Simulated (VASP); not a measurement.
**Cu (Copper): cell size and functional**

Aim: relax Cu (Copper) at several levels of theory and compare the cells. The starting structure is a measured crystal structure from the Crystallography Open Database. The first relaxation on each setting starts from this cell expanded by 3 % in volume.

Method: Kohn-Sham DFT with plane waves and PAW; PBEsol, LDA, PBE, PBEsol + D3(BJ), r2SCAN, r2SCAN + rVV10, rev-vdW-DF2 and PBEsol + D4, in VASP 6.6.1.

## 1. The starting structure

Symmetry: Fm-3m, No. 225, cubic system. Conventional cell: a = 3.615 Å, b = 3.615 Å, c = 3.615 Å, α = 90.00°, β = 90.00°, γ = 90.00°. Nearest to Cu lie 12 Cu at 2.56 Å.

## 2. Relaxation with PBEsol

PBEsol restores the gradient expansion of exchange and is tuned for the cells of solids. This run starts from the cell of an earlier relaxation, which isn't shown; the restart sets up the plane waves anew.

INCAR reads:

```
SYSTEM = Cu
PREC = Accurate
ENCUT = 450
EDIFF = 1E-06
NELM = 100
ISMEAR = 1
SIGMA = 0.15
LREAL = .FALSE.
ALGO = Normal
GGA = PS
NBANDS = 11
LASPH = .TRUE.
LORBIT = 11
LWAVE = .FALSE.
LCHARG = .FALSE.
KPAR = 8
IBRION = 2
NSW = 50
ISIF = 3
EDIFFG = -0.006
```

POSCAR reads:

```
Cu
1.0
    0.0000000000      1.7828307155      1.7828307155
    1.7828307155      0.0000000000      1.7828307155
    1.7828307155      1.7828307155      0.0000000000
Cu
1
Direct
    0.0000000000      0.0000000000      0.0000000000
```

KPOINTS reads:

```
Automatic mesh
0
Gamma
22 22 22
0 0 0
```

The projector-augmented-wave data sets are Cu (PBE family, release 64).

The run is started by

```sh
mpirun -np 8 vasp_std
```

Log:

```text
[banner, memory and clock lines left out]
running    8 mpi-ranks, on    1 nodes
 distrk:  each k-point on    1 cores,    8 groups
 distr:  one band on    1 cores,    1 groups

 POSCAR found type information on POSCAR Cu
 POSCAR found :  1 types and       1 ions
|                                                                             |
|           W    W    AA    RRRRR   N    N  II  N    N   GGGG   !!!           |
|           W    W   A  A   R    R  NN   N  II  NN   N  G    G  !!!           |
|           W    W  A    A  R    R  N N  N  II  N N  N  G       !!!           |
|           W WW W  AAAAAA  RRRRR   N  N N  II  N  N N  G  GGG   !            |
|           WW  WW  A    A  R   R   N   NN  II  N   NN  G    G                |
|           W    W  A    A  R    R  N    N  II  N    N   GGGG   !!!           |
|                                                                             |
|     For optimal performance we recommend to set                             |
|       NCORE = 2 up to number-of-cores-per-socket                            |
|     NCORE specifies how many cores store one orbital (NPAR=cpu/NCORE).      |
|     This setting can greatly improve the performance of VASP for DFT.       |
|     The default, NCORE=1 might be grossly inefficient on modern             |
|     multi-core architectures or massively parallel machines. Do your        |
|     Unfortunately you need to use the default for GW and RPA                |
|     calculations (for HF NCORE is supported but not extensively tested      |
|     yet).                                                                   |
|                                                                             |

|                                                                             |
|               ----> ADVICE to this user running VASP <----                  |
|                                                                             |
|     You enforced a specific xc type in the INCAR file but a different       |
|     [... a line on the potential file left out ...]
|     I HOPE YOU KNOW WHAT YOU ARE DOING!                                     |
|                                                                             |

 LDA part: xc-table for (Slater+PW92), standard interpolation
 POSCAR, INCAR and KPOINTS ok, starting setup
 FFT: planning ... GRIDC
 FFT: planning ... GRID_SOFT
 FFT: planning ... GRID
 WAVECAR not read
 entering main loop
       N       E                     dE             d eps       ncg     rms          rms(c)
DAV:   1     0.363315947625E+02    0.36332E+02   -0.50299E+03  7957   0.151E+03
DAV:   2    -0.450510670387E+01   -0.40837E+02   -0.37802E+02  7363   0.191E+02
DAV:   3    -0.540074099601E+01   -0.89563E+00   -0.88961E+00  8309   0.356E+01
DAV:   4    -0.540594665165E+01   -0.52057E-02   -0.52049E-02  8038   0.236E+00
DAV:   5    -0.540599796081E+01   -0.51309E-04   -0.51310E-04  8188   0.233E-01    0.843E+00
DAV:   6    -0.473938141850E+01    0.66662E+00   -0.17755E+01  8351   0.851E+01    0.415E+00
DAV:   7    -0.432340807179E+01    0.41597E+00   -0.26803E+00  8322   0.328E+01    0.587E-01
DAV:   8    -0.431053418186E+01    0.12874E-01   -0.55582E-03  8165   0.120E+00    0.319E-01
DAV:   9    -0.430868395854E+01    0.18502E-02   -0.10301E-02  8480   0.184E+00    0.214E-02
DAV:  10    -0.430869197272E+01   -0.80142E-05   -0.30337E-05  9788   0.898E-02    0.673E-03
DAV:  11    -0.430869300971E+01   -0.10370E-05   -0.70163E-07  5212   0.173E-02    0.276E-04
DAV:  12    -0.430869303182E+01   -0.22111E-07   -0.63228E-08  3971   0.271E-03
   1 F= -.43086930E+01 E0= -.43087794E+01  d E =-.430869E+01
 curvature:   0.00 expect dE= 0.000E+00 dE for cont linesearch  0.000E+00
 trial: gam= 0.00000 g(F)=  0.235E-63 g(S)=  0.457E-04 ort = 0.000E+00 (trialstep = 0.100E+01)
 search vector abs. value=  0.457E-04
 bond charge predicted
       N       E                     dE             d eps       ncg     rms          rms(c)
DAV:   1    -0.431026195067E+01   -0.15689E-02   -0.26582E-02  8479   0.365E+00    0.326E-01
DAV:   2    -0.430921346244E+01    0.10485E-02   -0.21121E-02  8284   0.284E+00    0.127E-01
DAV:   3    -0.430874418063E+01    0.46928E-03   -0.32086E-03  8319   0.114E+00    0.455E-02
DAV:   4    -0.430870221022E+01    0.41970E-04   -0.49770E-05  8795   0.727E-02    0.146E-03
DAV:   5    -0.430870211179E+01    0.98437E-07   -0.28439E-07  5068   0.586E-03
   2 F= -.43087021E+01 E0= -.43087889E+01  d E =-.907996E-05
 trial-energy change:   -0.000009  1 .order   -0.000008   -0.000046    0.000030
 step:   0.6016(harm=  0.6016)  dis= 0.00000  next Energy=    -4.308707 (dE=-0.137E-04)
 bond charge predicted
       N       E                     dE             d eps       ncg     rms          rms(c)
DAV:   1    -0.430895515110E+01   -0.25294E-03   -0.41774E-03  8449   0.145E+00    0.129E-01
DAV:   2    -0.430878742193E+01    0.16773E-03   -0.33053E-03  8281   0.112E+00    0.502E-02
DAV:   3    -0.430871446722E+01    0.72955E-04   -0.50311E-04  8263   0.453E-01    0.182E-02
DAV:   4    -0.430870782210E+01    0.66451E-05   -0.83289E-06  8366   0.303E-02    0.719E-04
DAV:   5    -0.430870789076E+01   -0.68658E-07   -0.53584E-08  3809   0.247E-03
   3 F= -.43087079E+01 E0= -.43087946E+01  d E =-.148589E-04
 curvature:  -0.30 expect dE=-0.139E-06 dE for cont linesearch -0.139E-06
 trial: gam= 0.00000 g(F)=  0.545E-62 g(S)=  0.460E-06 ort =-0.459E-05 (trialstep = 0.920E+00)
 search vector abs. value=  0.461E-06
 reached required accuracy - stopping structural energy minimisation
```

It took 24 s on 8 MPI ranks of AMD EPYC 7R43, shared host; peak memory 0.91 GiB.

Lines that name or quote the potential files are left out of all logs, and their timing lines are given in words.

OUTCAR, selected parts (step 2):

```text
ion  position               nearest neighbor table
   1  0.000  0.000  0.000-

  LATTYP: Found a face centered cubic cell.
 ALAT       =     3.5656614310

 Subroutine GETGRP returns: Found 48 space group operations
 (whereof 48 operations were pure point group operations)

The static configuration has the point symmetry O_h .

 Found    328 irreducible k-points:

   k-points           NKPTS =    328   k-points in BZ     NKDIM =    328   number of bands    NBANDS=     11

   dimension x,y,z NGX =    18 NGY =   18 NGZ =   18
   dimension x,y,z NGXF=    36 NGYF=   36 NGZF=   36

   ENCUT  =  450.0 eV  33.07 Ry    5.75 a.u.   4.36  4.36  4.36*2*pi/ulx,y,z

   NELECT =      11.0000    total number of electrons

 k-points in reciprocal lattice and weights: Automatic mesh
   0.00000000  0.00000000  0.00000000       0.000
   0.04545455  0.00000000  0.00000000       0.001
   0.09090909  0.00000000  0.00000000       0.001
   0.13636364  0.00000000  0.00000000       0.001
   0.18181818  0.00000000  0.00000000       0.001
   0.22727273  0.00000000  0.00000000       0.001
   0.27272727  0.00000000  0.00000000       0.001
   0.31818182  0.00000000  0.00000000       0.001
   0.36363636  0.00000000  0.00000000       0.001
[...]
-0.27272727  0.45454545  0.22727273       0.002
  -0.27272727  0.50000000  0.22727273       0.001

 average (electrostatic) potential at core
       1 -63.1348

 E-fermi :   7.9271

 k-point     1 :       0.0000    0.0000    0.0000
  band No.  band energies     occupation
    ...
      2       4.7809      2.00000
      3       4.7809      2.00000
      4       4.7809      2.00000
      5       5.6703      2.00000
      6       5.6703      2.00000
      7      30.8656      0.00000
      8      33.8128      0.00000
      9      33.8128      0.00000
     10      33.8128      0.00000
     11      36.3314      0.00000

 k-point     2 :       0.0455    0.0000    0.0000
  band No.  band energies     occupation
    ...
      2       4.7634      2.00000
      3       4.7964      2.00000
      4       4.7964      2.00000
      5       5.6640      2.00000
      6       5.6640      2.00000
      7      30.5053      0.00000
      8      32.6488      0.00000
      9      33.5499      0.00000
     10      33.5499      0.00000
     11      36.7014      0.00000

 k-point     3 :       0.0909    0.0000    0.0000
  band No.  band energies     occupation
    ...
      2       4.7141      2.00000
      3       4.8389      2.00000
      4       4.8389      2.00000
      5       5.6487      2.00000
      6       5.6487      2.00000
      7      28.8994      0.00000
      8      31.8056      0.00000
      9      33.0163      0.00000
     10      33.0163      0.00000
     11      37.5328      0.00000

  Total        0.0017837      0.0017837      0.0017837      0.0000000      0.0000000      0.0000000
  in kB        0.2525546      0.2525546      0.2525546      0.0000000      0.0000000      0.0000000
  external PRESSURE =       0.2525546 kB  Pullay stress =       0.0000000 kB

  energy-cutoff  :      450.00
  volume of cell :       11.32
      direct lattice vectors                 reciprocal lattice vectors
     0.000000000  1.781911433  1.781911433    -0.280597560  0.280597560  0.280597560
     1.781911433 -0.000000000  1.781911433     0.280597560 -0.280597560  0.280597560
     1.781911433  1.781911433 -0.000000000     0.280597560  0.280597560 -0.280597560

 POSITION                                       TOTAL-FORCE (eV/Angst)
 -----------------------------------------------------------------------------------
      0.00000      0.00000      0.00000        -0.000000      0.000000     -0.000000
 -----------------------------------------------------------------------------------
    total drift:                                0.000000     -0.000000      0.000000

  FREE ENERGIE OF THE ION-ELECTRON SYSTEM (eV)
  ---------------------------------------------------
  free  energy   TOTEN  =        -4.3087078908 eV

  energy  without entropy=       -4.3089679038  energy(sigma->0) =       -4.30879456

 reached required accuracy - stopping structural energy minimisation

 total charge
# of ion       s       p       d       tot
------------------------------------------
    1        0.465   0.417   9.172  10.055

[... 3 further parts left out ...]
```

CONTCAR:

```
Cu
   1.00000000000000
     0.0000000000000000    1.7819114334060717    1.7819114334060717
     1.7819114334060717   -0.0000000000000000    1.7819114334060717
     1.7819114334060717    1.7819114334060717   -0.0000000000000000
  Cu
     1
Direct
     0.0000000000000000    0.0000000000000000    0.0000000000000000
```

This run has no spin polarisation. Its electron count is odd, so without a moment it is a metal by construction. The PAW data sets were made with PBE, which is usual practice but a small mismatch for other functionals. The run keeps the 48 symmetry operations of its start, so it cannot find a distortion of lower symmetry.

With PBEsol the relaxed cell holds 11.316 Å³ an atom, -4.19 % against the measured cell, with a = 3.564 Å. Pressures at 0.985 and 1.015 times this volume, from two more relaxations that aren't shown, give a bulk modulus of 169.2 GPa.

## 3. Relaxation with LDA

LDA, the lowest rung, knows the local density alone. This run starts from the cell of an earlier relaxation, which isn't shown; the restart sets up the plane waves anew.

INCAR: that of step 2 with these lines changed.

```diff
@@ -9,3 +9,3 @@
 ALGO = Normal
-GGA = PS
+GGA = CA
 NBANDS = 11
```

POSCAR reads:

```
Cu
1.0
    0.0000000000      1.7613499666      1.7613499666
    1.7613499666      0.0000000000      1.7613499666
    1.7613499666      1.7613499666      0.0000000000
Cu
1
Direct
    0.0000000000      0.0000000000      0.0000000000
```

KPOINTS is that of step 2.

The projector-augmented-wave data sets are Cu (LDA family, release 64).

The run is started by

```sh
mpirun -np 8 vasp_std
```

Log:

```text
[banner, memory and clock lines left out]
running    8 mpi-ranks, on    1 nodes
[...]
[... a notice as in an earlier step ...]

 LDA part: xc-table for (Slater(with rela. corr.)+CA(PZ))
 , standard interpolation
 POSCAR, INCAR and KPOINTS ok, starting setup
[...]
entering main loop
       N       E                     dE             d eps       ncg     rms          rms(c)
DAV:   1     0.367732339578E+02    0.36773E+02   -0.50041E+03  7978   0.155E+03
DAV:   2    -0.477548385493E+01   -0.41549E+02   -0.38472E+02  7342   0.195E+02
DAV:   3    -0.571760791493E+01   -0.94212E+00   -0.93807E+00  8363   0.365E+01
DAV:   4    -0.572377189515E+01   -0.61640E-02   -0.61631E-02  7995   0.253E+00
[...]
DAV:  10    -0.470879094325E+01   -0.11651E-04   -0.25259E-05  7822   0.701E-02    0.543E-03
DAV:  11    -0.470879311282E+01   -0.21696E-05   -0.66887E-07  5455   0.148E-02    0.386E-04
DAV:  12    -0.470879311875E+01   -0.59358E-08   -0.75100E-08  3980   0.308E-03
   1 F= -.47087931E+01 E0= -.47088748E+01  d E =-.470879E+01
[...]
DAV:   2    -0.471033762437E+01    0.34307E-02   -0.64076E-02  8287   0.516E+00    0.213E-01
DAV:   3    -0.470895176251E+01    0.13859E-02   -0.93440E-03  8307   0.203E+00    0.814E-02
DAV:   4    -0.470880983407E+01    0.14193E-03   -0.16027E-04  8725   0.137E-01    0.252E-03
DAV:   5    -0.470880994823E+01   -0.11415E-06   -0.10352E-06  6388   0.114E-02
   2 F= -.47088099E+01 E0= -.47088920E+01  d E =-.168295E-04
 trial-energy change:   -0.000017  1 .order   -0.000022   -0.000147    0.000104
 step:   0.5575(harm=  0.5868)  dis= 0.00000  next Energy=    -4.708833 (dE=-0.402E-04)
[...]
N       E                     dE             d eps       ncg     rms          rms(c)
DAV:   1    -0.470980219021E+01   -0.99236E-03   -0.16723E-02  8467   0.301E+00    0.254E-01
DAV:   2    -0.470912870813E+01    0.67348E-03   -0.12299E-02  8287   0.226E+00    0.926E-02
DAV:   3    -0.470886449044E+01    0.26422E-03   -0.17974E-03  8280   0.892E-01    0.362E-02
DAV:   4    -0.470883671862E+01    0.27772E-04   -0.34186E-05  8641   0.655E-02    0.156E-03
DAV:   5    -0.470883674444E+01   -0.25816E-07   -0.20563E-07  4776   0.524E-03
   3 F= -.47088367E+01 E0= -.47089187E+01  d E =-.436257E-04
[...]
reached required accuracy - stopping structural energy minimisation
```

Elapsed: 21 s, on 8 MPI ranks; peak memory 0.89 GiB; 2.6 min of CPU time.

OUTCAR, selected parts (step 3):

```text
  Total        0.0036953      0.0036953      0.0036953     -0.0000000     -0.0000000      0.0000000
  in kB        0.5431456      0.5431456      0.5431456     -0.0000000     -0.0000000      0.0000000
  external PRESSURE =       0.5431456 kB  Pullay stress =       0.0000000 kB

 POSITION                                       TOTAL-FORCE (eV/Angst)
 -----------------------------------------------------------------------------------
     -0.00000      0.00000      0.00000         0.000000      0.000000     -0.000000
 -----------------------------------------------------------------------------------
    total drift:                                0.000000     -0.000000      0.000000

  FREE ENERGIE OF THE ION-ELECTRON SYSTEM (eV)
  ---------------------------------------------------
  free  energy   TOTEN  =        -4.7088367444 eV

  energy  without entropy=       -4.7090826984  energy(sigma->0) =       -4.70891873

[... 2 parts as in an earlier step ...]

[... 2 further parts left out ...]
[key lines of the parts left out:]
E-fermi :   8.3870
```

With LDA the relaxed cell holds 10.901 Å³ an atom, -7.70 % against the measured cell, with a = 3.520 Å. That is -3.67 % from PBEsol. Pressures at 0.985 and 1.015 times this volume, from two more relaxations that aren't shown, give a bulk modulus of 188.5 GPa.

## 4. Relaxation with PBE

PBE, the usual starting point, adds the gradient of the density. This run starts from the cell of an earlier relaxation, which isn't shown; the restart sets up the plane waves anew.

INCAR: that of step 3 with these lines changed.

```diff
@@ -9,3 +9,3 @@
 ALGO = Normal
-GGA = CA
+GGA = PE
 NBANDS = 11
```

POSCAR reads:

```
Cu
1.0
    0.0000000000      1.8148488805      1.8148488805
    1.8148488805      0.0000000000      1.8148488805
    1.8148488805      1.8148488805      0.0000000000
Cu
1
Direct
    0.0000000000      0.0000000000      0.0000000000
```

KPOINTS is that of step 3.

Potentials, in the order of the species: Cu (PBE family, release 64).

The run is started by

```sh
mpirun -np 8 vasp_std
```

Log:

```text
[banner, memory and clock lines left out]
running    8 mpi-ranks, on    1 nodes
[...]
[... a notice as in an earlier step ...]

 LDA part: xc-table for (Slater+PW92), standard interpolation
 POSCAR, INCAR and KPOINTS ok, starting setup
[...]
entering main loop
       N       E                     dE             d eps       ncg     rms          rms(c)
DAV:   1     0.386684649576E+02    0.38668E+02   -0.50964E+03  7814   0.151E+03
DAV:   2    -0.362607287783E+01   -0.42295E+02   -0.39355E+02  7357   0.192E+02
DAV:   3    -0.461854436394E+01   -0.99247E+00   -0.98616E+00  8282   0.366E+01
DAV:   4    -0.462486115465E+01   -0.63168E-02   -0.63159E-02  8035   0.255E+00
[...]
DAV:  10    -0.372841046729E+01   -0.16317E-05   -0.44781E-05 10686   0.116E-01    0.863E-03
DAV:  11    -0.372840946710E+01    0.10002E-05   -0.93476E-07  5421   0.185E-02    0.328E-04
DAV:  12    -0.372840953555E+01   -0.68448E-07   -0.63462E-08  3998   0.308E-03
   1 F= -.37284095E+01 E0= -.37284714E+01  d E =-.372841E+01
[...]
N       E                     dE             d eps       ncg     rms          rms(c)
DAV:   1    -0.372868043725E+01   -0.27097E-03   -0.45288E-03  8464   0.149E+00    0.136E-01
DAV:   2    -0.372851072016E+01    0.16972E-03   -0.38378E-03  8296   0.120E+00    0.572E-02
DAV:   3    -0.372842032170E+01    0.90398E-04   -0.62960E-04  8302   0.499E-01    0.191E-02
DAV:   4    -0.372841274135E+01    0.75804E-05   -0.90624E-06  8453   0.310E-02    0.677E-04
DAV:   5    -0.372841266589E+01    0.75461E-07   -0.59751E-08  3920   0.245E-03
   2 F= -.37284127E+01 E0= -.37284750E+01  d E =-.313034E-05
 trial-energy change:   -0.000003  1 .order   -0.000002   -0.000008    0.000003
 step:   0.6967(harm=  0.6967)  dis= 0.00000  next Energy=    -3.728412 (dE=-0.267E-05)
 reached required accuracy - stopping structural energy minimisation
```

Wall time 17 s (8 MPI ranks); peak memory 0.89 GiB; 2.1 min of CPU time.

Parts of OUTCAR (step 4):

```text
  Total        0.0031674      0.0031674      0.0031674      0.0000000     -0.0000000      0.0000000
  in kB        0.4249311      0.4249311      0.4249311      0.0000000     -0.0000000      0.0000000
  external PRESSURE =       0.4249311 kB  Pullay stress =       0.0000000 kB

 POSITION                                       TOTAL-FORCE (eV/Angst)
 -----------------------------------------------------------------------------------
      1.81421      1.81421      3.62842        -0.000000     -0.000000      0.000000
 -----------------------------------------------------------------------------------
    total drift:                                0.000000      0.000000     -0.000000

  FREE ENERGIE OF THE ION-ELECTRON SYSTEM (eV)
  ---------------------------------------------------
  free  energy   TOTEN  =        -3.7284126659 eV

  energy  without entropy=       -3.7285995444  energy(sigma->0) =       -3.72847496

[... 2 parts as in an earlier step ...]

[... 2 further parts left out ...]
[key lines of the parts left out:]
E-fermi :   7.4351
```

With PBE the relaxed cell holds 11.942 Å³ an atom, +1.12 % against the measured cell, with a = 3.628 Å. That is +5.54 % from PBEsol. Pressures at 0.985 and 1.015 times this volume, from two more relaxations that aren't shown, give a bulk modulus of 140.0 GPa.

(Continued in part 2 of 2.)

[Lines on the potential files, build, host, timing and source positions are cut from VASP's logs without a mark.]

[Logs are printed without paths, hosts, clocks, repeated set-up lines and the standing remarks that a program may print on its own settings, such as how far it seeks lower states.]

[Hosts, paths, dates, database ids (printed as entryN), source tags and the programs' standing remarks are cut or masked in the printed files.]
